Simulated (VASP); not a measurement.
Consider the following.

```
CELL_PARAMETERS angstrom
      4.06835     0.00000     0.00000
      0.00000     4.06835     0.00000
      0.00000     0.00000     4.06835
ATOMIC_POSITIONS crystal
  Sc 0.00000 0.00000 0.00000
  F  0.50000 0.00000 0.00000
  F  0.00000 0.50000 0.00000
  F  0.00000 0.00000 0.50000
```

Method: HSE06 screened hybrid, VASP's PBE PAW potentials (set 64) (plane waves; VASP 6.6.1). Run with 500 eV cut-off, 4×4×4 Γ-centred mesh, Gaussian smearing of 0.050 eV, potentials Sc_sv F.

Give the stress tensor in GPa (positive for a compressed cell).

```
-1.81   0.00   0.00
 0.00  -1.81   0.00
 0.00   0.00  -1.81
```
The pressure is its mean diagonal, -1.81 GPa.

The structure comes from a measured ScF3 entry (Pm-3m) of the Crystallography Open Database, whose conditions weren't checked. It was relaxed first. The cell's shape comes from a PBE relaxation.
